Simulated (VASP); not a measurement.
# BSe: G0W0 gap of a sheet against vacuum, part 5 of 5

How does the G0W0 gap of a single sheet of BSe depend on the vacuum between its repeats?

VASP 6.6.1, plane waves and PAW; the level of theory is named at each step.

So far, quasiparticle gap on the mesh (eV): step 5 (G0W0, box 11 Å, bands in the sums 184) 3.16; step 8 (G0W0, box 12.5 Å, bands in the sums 216, height 12.5) 3.21; step 11 (G0W0, box 14 Å, bands in the sums 240, height 14) 3.24.

## (14) G0W0, box 18 Å, bands in the sums 304, height 18

This step: G0W0 on PBE; plane waves and PAW (B_GW, Se_GW) (VASP 6.6.1).

Contents of INCAR:

```
SYSTEM = BSe
PREC = Accurate
ENCUT = 340
ISMEAR = 0
SIGMA = 0.01
LREAL = .FALSE.
GGA = PE
NBANDS = 304
ALGO = EVGW0
NELMGW = 1
ENCUTGW = 90
NOMEGA = 48
PRECFOCK = Fast
NBANDSGW = 24
LWAVE = .FALSE.
LCHARG = .FALSE.
```

Contents of POSCAR:

```
BSe
1.0
    3.1506780000      0.0000000000      0.0000000000
   -1.5753390000      2.7285671871      0.0000000000
    0.0000000000      0.0000000000     18.0000000000
B Se
2 2
Direct
    0.3333333333      0.6666666667      0.5474731182
    0.3333333333      0.6666666667      0.4525268818
    0.6666666667      0.3333333333      0.6010832500
    0.6666666667      0.3333333333      0.3989167500
```

Contents of KPOINTS:

```
Automatic mesh
0
Gamma
9 9 1
0 0 0
```

Potentials, in the order of the species: B_GW and Se_GW (PBE family, release 64).

Started as:

```console
$ mpirun -np 8 vasp_std
```

Output:

```text
[banner, memory and clock lines left out]
running    8 mpi-ranks, on    1 nodes
[...]
[... a notice as in an earlier step ...]

 [... a notice as in an earlier step ...]

 LDA part: xc-table for (Slater+PW92), standard interpolation
 found WAVECAR, reading the header
 POSCAR, INCAR and KPOINTS ok, starting setup
[...]
reading WAVECAR
 the WAVECAR file was read successfully
 initial charge from wavefunction
 available memory per node:     85.95 GB, setting MAXMEM to     88007

 The Fermi energy was updated, please check that it is located mid-gap
 values below the HOMO (VB) or above the LUMO (CB) will cause erroneous energies
 E-fermi :  -0.2595

 calculate exact exchange contribution
 the WAVEDER file was read successfully
energies w=
    0.000    0.000    0.567    0.000    1.132    0.000    1.693    0.000
    2.247    0.000    2.793    0.000    3.331    0.000    3.859    0.000
    4.377    0.000    4.885    0.000    5.384    0.000    5.876    0.000
[...]
total number of BLAS operations       6321.11 Gflops
NQ=   8    0.3333    0.1111    0.0000,
|.........|.........|.........|.........|.........|.........|.........|.........
 performed      10050000 updates of chi_q(r,r)
 total number of BLAS operations       7398.24 Gflops
NQ=   9    0.4444    0.1111    0.0000,
|.........|.........|.........|.........|.........|.........|.........|.........
 performed      11399000 updates of chi_q(r,r)
 total number of BLAS operations       8306.12 Gflops
NQ=  10    0.2222    0.2222    0.0000,
|.........|.........|.........|.........|.........|.........|.........|.........
 performed      12748000 updates of chi_q(r,r)
 total number of BLAS operations       9264.78 Gflops
NQ=  11    0.3333    0.2222    0.0000,
|.........|.........|.........|.........|.........|.........|.........|.........
 performed      14360000 updates of chi_q(r,r)
 total number of BLAS operations      10371.93 Gflops
NQ=  12    0.3333    0.3333    0.0000,
|.........|.........|.........|.........|.........|.........|.........|.........
 performed      15125000 updates of chi_q(r,r)
 total number of BLAS operations      10901.42 Gflops
 resolving degeneracies of screened two electron integrals

 calculate QP shifts <psi_nk| G(iteration)W_0 |psi_nk>: iteration 1
 entering main loop
```

The job ended after 4.8 min (8 MPI ranks of AMD EPYC 7R43, shared host; peak memory 2.9 GiB; 38 min of CPU time).

Parts of OUTCAR (step 14):

```text
 QP shifts <psi_nk| G(iteration)W_0 |psi_nk>: iteration 1
 for sc-GW calculations column KS-energies equals QP-energies in previous step
 and V_xc(KS)=  KS-energies - (<T + V_ion + V_H > + <T+V_H+V_ion>^1  + <V_x>^1)
 k-point   1 :       0.0000    0.0000    0.0000
  band No.  KS-energies  QP-energies   sigma(KS)   V_xc(KS)     V^pw_x(r,r')   Z            occupation Imag(sigma)
    ...
      6      -2.2314      -2.8611     -13.8381     -13.0403     -14.9437       0.7894       2.0000       0.0495
      7      -2.1134      -2.9717     -12.5933     -11.4983     -14.1749       0.7838       2.0000       0.0548
      8      -1.3378      -1.9344     -14.0305     -13.2815     -14.9768       0.7965       2.0000       0.0470
      9      -1.3378      -1.9344     -14.0305     -13.2815     -14.9768       0.7965       2.0000       0.0470
     10       2.5187       3.4082     -11.0163     -12.1550      -7.1995       0.7812       0.0000      -0.0600
     11       2.5187       3.4082     -11.0163     -12.1550      -7.1995       0.7812       0.0000      -0.0600
     12       3.1589       3.9754      -9.3174     -10.3313      -5.6806       0.8053       0.0000      -0.0609
     13       3.1985       3.4649      -4.0406      -4.3486      -1.8171       0.8649       0.0000      -0.0469
    ...

[... 1 part as in an earlier step ...]

[... 2 further parts left out ...]
[key lines of the parts left out:]
E-fermi :  -0.2595
```

The gap is now 3.324 eV, +162 meV against the lowest cell. Of the change against the lowest cell, +1 meV is already in the starting gap. The sheet keeps a typed, unrelaxed lattice constant, and the Coulomb interaction between its repeats isn't cut. Spin-orbit coupling is left out.

## (15) Ground state with more vacuum, box 23 Å, height 23

This step: PBE; plane waves and PAW (B_GW, Se_GW) (VASP 6.6.1).

The cell is made 23 Å high around the same sheet, and the chain is run again; the band count grows with the volume, so that the sums reach the same energy.

Contents of INCAR:

```
SYSTEM = BSe
PREC = Accurate
ENCUT = 340
EDIFF = 1E-08
NELM = 100
ISMEAR = 0
SIGMA = 0.01
LREAL = .FALSE.
ALGO = Normal
GGA = PE
NBANDS = 15
LORBIT = 11
LWAVE = .TRUE.
LCHARG = .FALSE.
KPAR = 8
```

Contents of POSCAR:

```
BSe
1.0
    3.1506780000      0.0000000000      0.0000000000
   -1.5753390000      2.7285671871      0.0000000000
    0.0000000000      0.0000000000     23.0000000000
B Se
2 2
Direct
    0.3333333333      0.6666666667      0.5371528751
    0.3333333333      0.6666666667      0.4628471249
    0.6666666667      0.3333333333      0.5791086305
    0.6666666667      0.3333333333      0.4208913695
```

KPOINTS is that of step 14.

Started as:

```console
$ mpirun -np 8 vasp_std
```

Output:

```text
[... set-up lines as in an earlier step ...]
 entering main loop
       N       E                     dE             d eps       ncg     rms          rms(c)
DAV:   1     0.107553800605E+03    0.10755E+03   -0.50158E+03   368   0.633E+02
DAV:   2    -0.108358877366E+02   -0.11839E+03   -0.10908E+03   545   0.162E+02
DAV:   3    -0.221901244930E+02   -0.11354E+02   -0.11286E+02   493   0.625E+01
DAV:   4    -0.225075705787E+02   -0.31745E+00   -0.31696E+00   573   0.119E+01
[...]
DAV:  21    -0.208479581064E+02   -0.14064E-07   -0.29647E-10   411   0.140E-04    0.244E-05
DAV:  22    -0.208479581541E+02   -0.47702E-07   -0.76322E-10   412   0.134E-04    0.117E-05
DAV:  23    -0.208479581639E+02   -0.98803E-08   -0.79739E-11   418   0.532E-05
   1 F= -.20847958E+02 E0= -.20847958E+02  d E =-.488784E-56
 writing wavefunctions
```

It took 12 s on 8 MPI ranks; peak memory 1.7 GiB.

From OUTCAR (step 15):

```text
  Total        3.9012836      3.9012836     -0.2471638      0.0000000     -0.0000000      0.0000000
  in kB       31.6119727     31.6119727     -2.0027600      0.0000000     -0.0000000      0.0000000
  external PRESSURE =      20.4070618 kB  Pullay stress =       0.0000000 kB

 POSITION                                       TOTAL-FORCE (eV/Angst)
 -----------------------------------------------------------------------------------
     -0.00000      1.81904     12.35452         0.000000     -0.000000     -0.030304
     -0.00000      1.81904     10.64548        -0.000000     -0.000000      0.030304
      1.57534      0.90952     13.31950         0.000000     -0.000000      0.012608
      1.57534      0.90952      9.68050        -0.000000      0.000000     -0.012608
 -----------------------------------------------------------------------------------
    total drift:                                0.000000     -0.000000     -0.000000

  FREE ENERGIE OF THE ION-ELECTRON SYSTEM (eV)
  ---------------------------------------------------
  free  energy   TOTEN  =       -20.8479581639 eV

  energy  without entropy=      -20.8479581639  energy(sigma->0) =      -20.84795816

[... 1 part as in an earlier step ...]

[... 2 further parts left out ...]
[key lines of the parts left out:]
E-fermi :  -2.0610
```

## (16) Empty bands, box 23 Å, height 23

The empty bands are made again, for the run that follows.

Contents of INCAR:

```
SYSTEM = BSe
PREC = Accurate
ENCUT = 340
ISMEAR = 0
SIGMA = 0.01
LREAL = .FALSE.
GGA = PE
NBANDS = 384
ALGO = Exact
NELM = 1
LWAVE = .TRUE.
LCHARG = .FALSE.
LOPTICS = .TRUE.
NEDOS = 1000
CSHIFT = 0.1
```

POSCAR is that of step 15.

KPOINTS is that of step 15.

Started as:

```console
$ mpirun -np 8 vasp_std
```

Output:

```text
[banner, memory and clock lines left out]
running    8 mpi-ranks, on    1 nodes
[...]
[... a notice as in an earlier step ...]

 LDA part: xc-table for (Slater+PW92), standard interpolation
 found WAVECAR, reading the header
  number of bands has changed, file:    15 present:   384
  trying to continue reading WAVECAR, but it might fail
 POSCAR, INCAR and KPOINTS ok, starting setup
[...]
reading WAVECAR
 random initialization beyond band           15
 the WAVECAR file was read successfully
 initial charge from wavefunction
 entering main loop
       N       E                     dE             d eps       ncg     rms          rms(c)
DIA:   1    -0.208479581811E+02   -0.20848E+02    0.00000E+00     0   0.000E+00
   1 F= -.20847958E+02 E0= -.20847958E+02  d E =-.466910E-33
 writing wavefunctions
 optical routines
 imaginary and real dielectric function
 recalculating local potential from charge density
 direction            1
 direction            2
 direction            3
```

Run time: 2 min. Hardware: 8 MPI ranks; peak memory 3.4 GiB; 16 min of CPU time.

Parts of OUTCAR (step 16):

```text
  Total        3.9012792      3.9012792     -0.2471818      0.0000000      0.0000000      0.0000000
  in kB       31.6119371     31.6119371     -2.0029058      0.0000000      0.0000000      0.0000000
  external PRESSURE =      20.4069895 kB  Pullay stress =       0.0000000 kB

 POSITION                                       TOTAL-FORCE (eV/Angst)
 -----------------------------------------------------------------------------------
     -0.00000      1.81904     12.35452         0.000000     -0.000000     -0.030302
     -0.00000      1.81904     10.64548         0.000000      0.000000      0.030302
      1.57534      0.90952     13.31950        -0.000000      0.000000      0.012608
      1.57534      0.90952      9.68050        -0.000000     -0.000000     -0.012608
 -----------------------------------------------------------------------------------
    total drift:                                0.000000     -0.000000     -0.000000

  FREE ENERGIE OF THE ION-ELECTRON SYSTEM (eV)
  ---------------------------------------------------
  free  energy   TOTEN  =       -20.8479581811 eV

  energy  without entropy=      -20.8479581811  energy(sigma->0) =      -20.84795818

[... 1 part as in an earlier step ...]

[... 2 further parts left out ...]
[key lines of the parts left out:]
E-fermi :  -2.0885
```

WAVECAR now holds 384 bands for 18 electrons.

## (17) G0W0, box 23 Å, bands in the sums 384, height 23

This step: G0W0 on PBE; plane waves and PAW (B_GW, Se_GW) (VASP 6.6.1).

Contents of INCAR:

```
SYSTEM = BSe
PREC = Accurate
ENCUT = 340
ISMEAR = 0
SIGMA = 0.01
LREAL = .FALSE.
GGA = PE
NBANDS = 384
ALGO = EVGW0
NELMGW = 1
ENCUTGW = 90
NOMEGA = 48
PRECFOCK = Fast
NBANDSGW = 24
LWAVE = .FALSE.
LCHARG = .FALSE.
```

POSCAR is that of step 16.

KPOINTS is that of step 16.

Started as:

```console
$ mpirun -np 8 vasp_std
```

Output:

```text
[banner, memory and clock lines left out]
running    8 mpi-ranks, on    1 nodes
[...]
[... a notice as in an earlier step ...]

 [... a notice as in an earlier step ...]

 LDA part: xc-table for (Slater+PW92), standard interpolation
 found WAVECAR, reading the header
 POSCAR, INCAR and KPOINTS ok, starting setup
[...]
reading WAVECAR
 the WAVECAR file was read successfully
 initial charge from wavefunction
 available memory per node:     88.03 GB, setting MAXMEM to     90140

 The Fermi energy was updated, please check that it is located mid-gap
 values below the HOMO (VB) or above the LUMO (CB) will cause erroneous energies
 E-fermi :  -1.0926

 calculate exact exchange contribution
 the WAVEDER file was read successfully
energies w=
    0.000    0.000    0.565    0.000    1.129    0.000    1.687    0.000
    2.240    0.000    2.784    0.000    3.320    0.000    3.846    0.000
    4.363    0.000    4.870    0.000    5.368    0.000    5.858    0.000
[...]
total number of BLAS operations      13123.98 Gflops
NQ=   8    0.3333    0.1111    0.0000,
|.........|.........|.........|.........|.........|.........|.........|.........
 performed      12720000 updates of chi_q(r,r)
 total number of BLAS operations      15394.28 Gflops
NQ=   9    0.4444    0.1111    0.0000,
|.........|.........|.........|.........|.........|.........|.........|.........
 performed      14427000 updates of chi_q(r,r)
 total number of BLAS operations      17244.67 Gflops
NQ=  10    0.2222    0.2222    0.0000,
|.........|.........|.........|.........|.........|.........|.........|.........
 performed      16134000 updates of chi_q(r,r)
 total number of BLAS operations      19176.40 Gflops
NQ=  11    0.3333    0.2222    0.0000,
|.........|.........|.........|.........|.........|.........|.........|.........
 performed      18173000 updates of chi_q(r,r)
 total number of BLAS operations      21398.26 Gflops
NQ=  12    0.3333    0.3333    0.0000,
|.........|.........|.........|.........|.........|.........|.........|.........
 performed      19143000 updates of chi_q(r,r)
 total number of BLAS operations      22472.88 Gflops
 resolving degeneracies of screened two electron integrals

 calculate QP shifts <psi_nk| G(iteration)W_0 |psi_nk>: iteration 1
 entering main loop
```

Run time: 8.6 min. Hardware: 8 MPI ranks; peak memory 4.1 GiB.

OUTCAR, selected parts (step 17):

```text
 QP shifts <psi_nk| G(iteration)W_0 |psi_nk>: iteration 1
 for sc-GW calculations column KS-energies equals QP-energies in previous step
 and V_xc(KS)=  KS-energies - (<T + V_ion + V_H > + <T+V_H+V_ion>^1  + <V_x>^1)
 k-point   1 :       0.0000    0.0000    0.0000
  band No.  KS-energies  QP-energies   sigma(KS)   V_xc(KS)     V^pw_x(r,r')   Z            occupation Imag(sigma)
    ...
      6      -3.0646      -3.7410     -13.8977     -13.0403     -14.9500       0.7889       2.0000       0.0508
      7      -2.9465      -3.8487     -12.6505     -11.4983     -14.1657       0.7831       2.0000       0.0561
      8      -2.1709      -2.8145     -14.0901     -13.2816     -14.9794       0.7960       2.0000       0.0478
      9      -2.1709      -2.8145     -14.0901     -13.2816     -14.9794       0.7960       2.0000       0.0478
     10       1.6855       2.6133     -10.9667     -12.1550      -7.1978       0.7808       0.0000      -0.0601
     11       1.6855       2.6133     -10.9667     -12.1550      -7.1978       0.7808       0.0000      -0.0601
     12       2.3232       2.5579      -3.5786      -3.8477      -1.5648       0.8721       0.0000      -0.0442
     13       2.3340       3.2452      -9.8234     -10.9651      -6.0615       0.7981       0.0000      -0.0631
    ...

[... 1 part as in an earlier step ...]

[... 2 further parts left out ...]
[key lines of the parts left out:]
E-fermi :  -1.0926
```

The gap is now 3.411 eV, +248 meV against the lowest cell. Of the change against the lowest cell, +1 meV is already in the starting gap. The sheet keeps a typed, unrelaxed lattice constant, and the Coulomb interaction between its repeats isn't cut. Spin-orbit coupling is left out.

## (18) Summary

This step: GW series: G0W0 on PBE; plane waves and PAW (VASP 6.6.1).

Derived from the runs above.

Gaps by cell height:

```
cell height (Å)  bands  Kohn-Sham gap at PBE (eV)  quasiparticle gap (eV)  direct quasiparticle gap (eV)  cost (core minutes)
             11    184                      2.155                   3.162                          4.899                19.41
           12.5    216                      2.156                   3.205                          4.951                25.33
             14    240                      2.157                   3.242                          4.991                30.53
             18    304                      2.156                   3.324                          5.074                46.15
             23    384                      2.156                   3.411                          5.158                84.41
```

## (19) Results

| Item | Value |
| --- | --- |
| G0W0 on PBE, 184 bands, ENCUTGW 90 eV, NOMEGA 48, mesh 9×9×1 | 2.155 → 3.162 eV |

What this shows: G0W0 gives a quasiparticle gap of 3.162 eV on the mesh in the lowest cell, 1.01 eV over the PBE gap on the same mesh. On mesh and path the starting valence top lies at Γ and the conduction bottom at (0.333, 0.333), so the starting gap is indirect. Both points lie on the GW mesh. From a height of 11 to 23 Å the starting gap changes by +1 meV and the G0W0 gap by +248 meV: the repeated sheets screen one another through the long-range Coulomb interaction, which isn't cut here. A line against one over the height, fitted to all points, misses them by up to 13 meV and gives 3.62 eV at infinite height. Fitted without the tallest cell, the line predicts 3.376 eV for it, against 3.411 eV computed. The in-plane mesh is fixed, and for a sheet its error grows with the height, so the extrapolated value isn't the converged gap of the free sheet. Bands, response cutoff and mesh weren't tested for convergence. Spin-orbit coupling is left out; with Se in the cell it can split or shift band edges, by an amount that depends on which atoms form them and isn't tested here. The in-plane lattice constant was typed and not relaxed; the sheet is compressed, by 7.2 N/m, and the gaps belong to that strained sheet. Not tabulated here, as repeats of values shown or as unfit to read for their mesh, reference level or band range: pressures of a box with vacuum or a charge (ground state, ground state with more vacuum, relaxation); gaps (empty bands, relaxation); eps2 curves (empty bands); eps1 curves and static values (empty bands).

[Lines on the potential files, build, host, timing and source positions are cut from VASP's logs without a mark.]

[Logs are printed without paths, hosts, clocks, repeated set-up lines and the standing remarks that a program may print on its own settings, such as how far it seeks lower states.]

[Hosts, paths, dates, database ids (printed as entryN), source tags and the programs' standing remarks are cut or masked in the printed files.]

[Pressures printed for these runs are not shown converged in the cutoff: they can be off by several GPa and have the wrong sign.]
